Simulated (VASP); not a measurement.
Crystal: Be4TeSe3.

```
Be Te Se
1.0
     7.38000    0.00000    0.00000
     0.00000    6.39000    0.00000
     0.00000    0.00000    6.01000
Be Te Se
8 2 6
Direct
  0.50000 0.83300 0.37500
  0.75000 0.66700 0.87500
  0.25000 0.66700 0.87500
  0.00000 0.83300 0.37500
  0.50000 0.16700 0.87500
  0.25000 0.33300 0.37500
  0.00000 0.16700 0.87500
  0.75000 0.33300 0.37500
  0.00000 0.83300 0.00000
  0.50000 0.16700 0.50000
  0.50000 0.83300 0.00000
  0.75000 0.66700 0.50000
  0.25000 0.66700 0.50000
  0.25000 0.33300 0.00000
  0.00000 0.16700 0.50000
  0.75000 0.33300 0.00000
```

The cell was built by a generator and needn't be a form met in nature.

| Item | Value |
| --- | --- |
| Program | VASP 6.6.1 |
| Task | relaxation of cell and atoms |
| Functional | PBE |
| Potentials or basis | VASP PAW PBE potentials, release 64 (Be, Te, Se) |
| Cutoff | 520 eV |
| k mesh | 2 × 2 × 3 |
| Occupations | gaussian, width 0.15 eV |
| Spin | no spin polarisation |

At the start: pressure 5.2 GPa; volume 17.71 Å³/atom.

Problem. Where does the relaxation end?

Solution. Over 7 steps the energy falls by 55.0 meV/atom and the volume is 18.67 Å³/atom (+5.4 %); space group Pmn2_1 (No. 31, to 0.05 Å).

Step by step:
```csv
step,energy change (eV),largest force (eV/Å),pressure (GPa),volume (Å³)
1,0.0000,1.4129,5.25,283.42
2,-0.7186,0.5159,-1.54,307.88
3,-0.7186,0.5168,-1.66,307.82
4,-0.8449,0.2695,-0.62,302.30
5,-0.8756,0.1054,0.16,297.96
6,-0.8755,0.1016,0.23,297.77
7,-0.8796,0.0756,0.13,298.70
```

Final structure:
```yaml
crystal:
  lattice:
    - [7.50945, 0.00000, 0.00000]
    - [0.00000, 6.45575, 0.00000]
    - [0.00000, 0.00000, 6.16138]
  atoms:
    - { symbol: Be, position: [0.50000, 0.81395, 0.36707] }
    - { symbol: Be, position: [0.73622, 0.65808, 0.86801] }
    - { symbol: Be, position: [0.26377, 0.65808, 0.86801] }
    - { symbol: Be, position: [0.00000, 0.83479, 0.39505] }
    - { symbol: Be, position: [0.50000, 0.16521, 0.89505] }
    - { symbol: Be, position: [0.23622, 0.34192, 0.36801] }
    - { symbol: Be, position: [0.00000, 0.18605, 0.86708] }
    - { symbol: Be, position: [0.76378, 0.34192, 0.36801] }
    - { symbol: Te, position: [0.00000, 0.83281, 0.00066] }
    - { symbol: Te, position: [0.50000, 0.16719, 0.50066] }
    - { symbol: Se, position: [0.50000, 0.82869, 0.00008] }
    - { symbol: Se, position: [0.75044, 0.66499, 0.50056] }
    - { symbol: Se, position: [0.24956, 0.66499, 0.50056] }
    - { symbol: Se, position: [0.25044, 0.33501, 0.00056] }
    - { symbol: Se, position: [0.00000, 0.17131, 0.50008] }
    - { symbol: Se, position: [0.74956, 0.33501, 0.00056] }
```

Caveat: the k mesh is coarse (spacing up to 0.49 Å⁻¹), so the values aren't converged.
